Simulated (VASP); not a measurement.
PbO:

```xyz
4
Lattice="3.9900 0.0000 0.0000 0.0000 3.9900 0.0000 0.0000 0.0000 5.0100" Properties=species:S:1:pos:R:3 pbc="T T T"
Pb    0.0000    1.9950    1.2024
Pb    1.9950    0.0000    3.8076
O     0.0000    0.0000    0.0000
O     1.9950    1.9950    0.0000
```

Base run:

| Item | Value |
| --- | --- |
| Program | VASP 6.6.1 |
| Functional | HSE06 |
| Potentials or basis | VASP PAW PBE potentials, release 64 (Pb_d, O) |
| Cutoff | 520 eV |
| k mesh | 6 × 6 × 4 |
| Occupations | fermi-dirac, width 0.05 eV |
| Spin | no spin polarisation |

Its results: band gap on the k mesh 1.83 eV, indirect (least direct gap 3.23 eV); pressure -0.7 GPa; largest force 0.590 eV/Å.

Q: The run is repeated on the same cell with these changes: functional from HSE06 to r2SCAN; k mesh from 6 × 6 × 4 to 8 × 8 × 6. What comes out?

A: Band gap on the k mesh 1.46 eV, indirect (least direct gap 2.52 eV); pressure 0.2 GPa; largest force 0.289 eV/Å.

Several settings changed at once, so the effect can't be laid on one alone.

Caveats: the PAW data sets were made with another functional, which shifts forces and pressure a little; spin-orbit coupling is left out, which as a rule narrows the gap of such compounds by several tenths of an eV.

A k mesh can miss the band edges.
